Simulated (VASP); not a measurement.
Runs of VASP 6.6.1 on CaH4. Symmetry: Pm-3m, No. 221, cubic system. The conventional cell has a = 4.168 Å, b = 4.168 Å, c = 4.168 Å, α = 90.00°, β = 90.00°, γ = 90.00°. Ca (site symmetry m-3m) is surrounded by 6 H at 2.08 Å. H (site symmetry 4/mmm) has 2 Ca at 2.08 Å as nearest neighbours. Around H (site symmetry m-3m) lie 12 H at 2.95 Å. The cell was built by a generator and needn't be a form met in nature.

| level | potentials or basis | k mesh | cutoff (eV) | smearing | gap on the mesh (eV) | pressure (GPa) | relaxed volume (Å³/atom) |
| --- | --- | --- | --- | --- | --- | --- | --- |
| PBE | VASP PAW PBE potentials, release 64 (Ca_sv, H_s) | 5 × 5 × 5 | 900 | fermi-dirac 0.05 eV | none | 0.2 | (a) |
| LDA | VASP PAW LDA potentials, release 64 (Ca_sv, H) | 7 × 7 × 7 | 600 | gaussian 0.05 eV | none | 0.0 | 13.12 |
| PBE | VASP PAW PBE potentials, release 64 (Ca_sv, H) | 7 × 7 × 7 | 600 | gaussian 0.05 eV | none | 0.1 | 14.48 |
| PBE | VASP PAW PBE potentials, release 64 (Ca_sv_GW, H_GW) | 5 × 5 × 5 | 900 | fermi-dirac 0.05 eV | none | 0.1 | 14.48 |
| PBE | VASP PAW PBE potentials, release 64 (Ca_sv, H_h) | 5 × 5 × 5 | 900 | fermi-dirac 0.05 eV | none | 0.2 | 14.48 |

Alike in all rows: task relaxation of cell and atoms; no spin polarisation; cell relaxed.

**Question.** Fill in the values left out.

**Answer.** (a) 14.53.

A k mesh can miss the band edges.

A gap of «none» marks a metal or a gap under the smearing width.

Not every run made on this cell is shown here.
